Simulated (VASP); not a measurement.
Data:

```
CELL_PARAMETERS angstrom
      4.42043     0.00000     0.00000
      0.00000     4.42043     0.00000
      0.00000     0.00000     4.42043
ATOMIC_POSITIONS crystal
  Zr 0.00000 0.00000 0.00000
  N  0.50000 0.50000 0.50000
  N  0.00000 0.00000 0.50000
  N  0.00000 0.50000 0.00000
  N  0.50000 0.00000 0.00000
  Nb 0.50000 0.50000 0.00000
  Nb 0.50000 0.00000 0.50000
  Nb 0.00000 0.50000 0.50000
```

Level of theory: PBEsol GGA, VASP's PBE PAW potentials (set 64) (plane waves; VASP). Numerical set-up: 520 eV cut-off, 8×8×8 Γ-centred mesh, tetrahedra with Blöchl corrections, potentials Zr_sv N Nb_sv.

The cores are frozen, which limits the accuracy of field gradients.

Task: Give the principal components of the electric field gradient (V/Å²) and the asymmetry η at each nucleus.

Result: 
| atom | Vxx | Vyy | Vzz | η |
|---|---|---|---|---|
| Zr1 | 0.0 | 0.0 | 0.0 | - |
| N2 | 0.0 | 0.0 | 0.0 | - |
| N3 | 8.4 | 8.4 | -16.7 | 0.00 |
| N4 | 8.4 | 8.4 | -16.7 | 0.00 |
| N5 | 8.4 | 8.4 | -16.7 | 0.00 |
| Nb6 | -9.4 | -9.4 | 18.9 | 0.00 |
| Nb7 | -9.4 | -9.4 | 18.9 | 0.00 |
| Nb8 | -9.4 | -9.4 | 18.9 | 0.00 |

The structure was generated: Nb3ZrN4 was put into an ordered model structure (Pm-3m), which need not be its known phase. It was relaxed first.
